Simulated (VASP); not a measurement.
Input of a VASP 6.6.1 run:

The input INCAR:

```
SYSTEM = Au
  PREC = Accurate
  ENCUT = 520
  EDIFF = 1E-6
  ISMEAR = 0
  SIGMA = 0.1
  LREAL = .FALSE.
  LASPH = .TRUE.
  NELM = 60
  ALGO = Normal
  ISIF = 2
  LWAVE = .FALSE.
  LCHARG = .TRUE.
  GGA = PS
  LELF = .TRUE.
  LVHAR = .TRUE.
```

The input KPOINTS:

```
regular mesh
0
G
  18 18 18
  0 0 0
```

The input POSCAR:

```
Au
1.0
    0.0000000000      2.0585000000      2.0585000000
    2.0585000000      0.0000000000      2.0585000000
    2.0585000000      2.0585000000      0.0000000000
Au
1
Direct
    0.0000000000      0.0000000000      0.0000000000
```

Potentials or basis: VASP PAW PBE potentials, release 64 (Au).

Command:

```console
$ cat potpaw_PBE.64/Au/POTCAR > POTCAR
$ mpirun -np 1 vasp_std > vasp.out
```

(1) Predict the pressure.

(2) Estimate the band gap on the k mesh.

Results:

(1) -4.2 GPa.

(2) none (metal or under the smearing width).

Caveat: the PAW data sets were made with another functional, which shifts forces and pressure a little.
